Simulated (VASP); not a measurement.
Output of a VASP run:

File OSZICAR:
```
       N       E                     dE             d eps       ncg     rms          rms(c)
DAV:   1     0.423203776640E+03    0.42320E+03   -0.21303E+04  1504   0.173E+04
DAV:   2     0.603577528801E+02   -0.36285E+03   -0.35320E+03  1500   0.264E+03
DAV:   3     0.345780579368E+01   -0.56900E+02   -0.54595E+02  1240   0.348E+02
DAV:   4    -0.521882703849E+01   -0.86766E+01   -0.86043E+01  1720   0.135E+02
DAV:   5    -0.135639652604E+02   -0.83451E+01   -0.83435E+01  2224   0.716E+01    0.817E+01
DAV:   6    -0.148029159026E+02   -0.12390E+01   -0.19322E+01  1704   0.728E+01    0.354E+01
DAV:   7    -0.159310207969E+02   -0.11281E+01   -0.12907E+01  2088   0.435E+01    0.405E+01
DAV:   8    -0.162105219932E+02   -0.27950E+00   -0.32802E+00  1988   0.168E+01    0.379E+01
DAV:   9    -0.162680963584E+02   -0.57574E-01   -0.65123E-01  2308   0.101E+01    0.304E+01
DAV:  10    -0.162707582636E+02   -0.26619E-02   -0.52773E-02  2232   0.805E+00    0.210E+01
DAV:  11    -0.162561449891E+02    0.14613E-01   -0.66992E-01  2200   0.382E+01    0.263E+01
DAV:  12    -0.162575263681E+02   -0.13814E-02   -0.13890E-02  1500   0.144E+00    0.260E+01
DAV:  13    -0.162587650738E+02   -0.12387E-02   -0.28382E-03  2204   0.162E+00    0.246E+01
DAV:  14    -0.162566222344E+02    0.21428E-02   -0.25687E-03  1920   0.226E+00    0.203E+01
DAV:  15    -0.162689156702E+02   -0.12293E-01   -0.19337E-01  1784   0.188E+01    0.243E+00
DAV:  16    -0.162661950011E+02    0.27207E-02   -0.84493E-03  2256   0.316E+00    0.334E+00
DAV:  17    -0.162662976659E+02   -0.10266E-03   -0.12655E-03  2284   0.839E-01    0.299E+00
DAV:  18    -0.162674252451E+02   -0.11276E-02   -0.34410E-03  2284   0.155E+00    0.134E+00
DAV:  19    -0.162677394792E+02   -0.31423E-03   -0.67226E-04  2292   0.298E-01    0.108E+00
DAV:  20    -0.162682022697E+02   -0.46279E-03   -0.23599E-03  2304   0.732E-01    0.103E+00
DAV:  21    -0.162679617928E+02    0.24048E-03   -0.20500E-03  2280   0.741E-01    0.364E-01
DAV:  22    -0.162679763287E+02   -0.14536E-04   -0.90290E-05  2308   0.139E-01    0.187E-01
DAV:  23    -0.162678838110E+02    0.92518E-04   -0.15441E-04  1668   0.162E-01    0.132E-01
DAV:  24    -0.162678614640E+02    0.22347E-04   -0.41736E-05  1848   0.136E-01    0.768E-02
DAV:  25    -0.162678514064E+02    0.10058E-04   -0.10198E-06   800   0.514E-02    0.470E-02
DAV:  26    -0.162678450317E+02    0.63747E-05   -0.36212E-06  1320   0.237E-02    0.120E-02
DAV:  27    -0.162678410623E+02    0.39694E-05   -0.17118E-07   712   0.209E-02    0.251E-02
DAV:  28    -0.162678478743E+02   -0.68120E-05   -0.31559E-07   704   0.201E-02    0.232E-03
DAV:  29    -0.162678469896E+02    0.88466E-06   -0.24486E-07   676   0.187E-02
   1 F= -.16267847E+02 E0= -.16268084E+02  d E =0.709774E-03
```

OUTCAR:
```
------------------------ aborting loop because EDIFF is reached ----------------------------------------
  FORCE on cell =-STRESS in cart. coord.  units (eV):
  Direction    XX          YY          ZZ          XY          YZ          ZX
  --------------------------------------------------------------------------------------
  Total        0.6995435      0.6995435      0.6995435      0.0000000      0.0000000      0.0000000
  in kB       21.7181500     21.7181500     21.7181500      0.0000000      0.0000000      0.0000000
  external PRESSURE =      21.7181500 kB  Pullay stress =       0.0000000 kB
  volume of cell :       51.61
      direct lattice vectors                 reciprocal lattice vectors
     0.000000000  2.955000000  2.955000000    -0.169204738  0.169204738  0.169204738
     2.955000000  0.000000000  2.955000000     0.169204738 -0.169204738  0.169204738
     2.955000000  2.955000000  0.000000000     0.169204738  0.169204738 -0.169204738
 POSITION                                       TOTAL-FORCE (eV/Angst)
 -----------------------------------------------------------------------------------
      1.47750      1.47750      1.47750         0.000000      0.000000      0.000000
      4.43250      4.43250      4.43250        -0.000000     -0.000000     -0.000000
      0.00000      0.00000      0.00000         0.000000      0.000000     -0.000000
 -----------------------------------------------------------------------------------
    total drift:                                0.000000     -0.000000      0.000000
  FREE ENERGIE OF THE ION-ELECTRON SYSTEM (eV)
  ---------------------------------------------------
  free  energy   TOTEN  =       -16.2678469896 eV

  energy  without entropy=      -16.2685567638  energy(sigma->0) =      -16.26808358
```
(Selected blocks of OUTCAR.)

File POSCAR:
```
PtAl2
1
    0.0000000000     2.9550000000     2.9550000000
    2.9550000000     0.0000000000     2.9550000000
    2.9550000000     2.9550000000     0.0000000000
Al Pt
2 1
Direct
  0.2500000000   0.2500000000   0.2500000000
  0.7500000000   0.7500000000   0.7500000000
  0.0000000000   0.0000000000   0.0000000000
```

Problem. Write an INCAR and KPOINTS that could have produced this output.

Solution. This is not unique; one that fits is the input of the run itself, PBE GGA, plane waves, VASP's PBE PAW potentials (set 64).

KPOINTS:
```
Automatic mesh
0
Gamma
8 8 8
0 0 0
```

**INCAR**
```
ALGO = Normal
EDIFF = 1E-6
ENCUT = 800
GGA = PE
ISIF = 2
ISMEAR = 1
LASPH = .TRUE.
LCHARG = .FALSE.
LMAXMIX = 6
LREAL = .FALSE.
LWAVE = .FALSE.
NELM = 100
PREC = Accurate
SIGMA = 0.1
SYSTEM = PtAl2
```

POTCAR, in this order: Al_sv_GW Pt (PBE.64 set). Program: vasp_std.

The compound is PtAl2 in the fluorite structure. The cell was not relaxed at this level. The run is one of a series of settings (ENCUT = 800, POTCAR Al_sv_GW Pt (PBE.64 set) against the base run), some of them coarse on purpose.
